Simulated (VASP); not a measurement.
Energy against volume of ZnSe (zinc blende). These are PW91 GGA, VASP's PBE PAW potentials (set 64) (plane waves; VASP) values and carry that method's errors.

```csv
V (Å³/atom),E (eV/atom)
22.176,-3.02158
22.883,-3.03463
23.591,-3.03867
24.299,-3.03508
25.007,-3.02504
```

Problem. Fit a third-order Birch-Murnaghan equation of state.

Solution. 
| Property | Result |
|---|---|
| volume per atom | 23.59 Å^3/atom |
| bulk modulus | 57.4 GPa |
| pressure derivative of the bulk modulus | 4.59 |
| lattice constant a | 5.736 Å |

Measured: bulk modulus 62.4 GPa (computed value off by -8.1 %), as given by Cormac Toher et al., Physical Review Materials (2017), arXiv:1611.05714; a 5.668 Å (computed value off by +1.2 %), as given by Martin Albrecht et al., Physical review. B, Condensed matter (1997), arXiv:cond-mat/9706128. The calculation is for a static lattice, while the measured bulk modulus, a hold thermal and zero-point effects, which are part of the difference.

The compound is ZnSe in the zinc blende structure. It was relaxed first.
